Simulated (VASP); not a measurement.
Given:

```
CELL_PARAMETERS angstrom
      0.00000     3.09986     3.09986
      3.09986     0.00000     3.09986
      3.09986     3.09986     0.00000
ATOMIC_POSITIONS crystal
  Pb 0.00000 0.00000 0.00000
  Se 0.50000 0.50000 0.50000
```

These are optB88-vdW, VASP's PBE PAW potentials (set 64) (plane waves; VASP) values and carry that method's errors. Run with 520 eV cut-off, 8×8×8 Γ-centred mesh, tetrahedra with Blöchl corrections, potentials Pb_d Se.

Unless said otherwise, spin-orbit coupling is left out, though it shifts the bands of the heavy elements here.

Q: What does the run give for the energy per atom (σ→0), band gap (on the k-mesh) with the smallest direct gap where there is one?

A: 
The band gap (on the k-mesh) is 0.44 eV, the smallest direct gap (on the k-mesh) comes out as 0.44 eV and the energy per atom (σ→0) is -164.3 kJ/mol of atoms.

The absolute energy has meaning only against runs of the same code, potentials and settings.

The compound is PbSe in the rock salt structure. It was relaxed first.
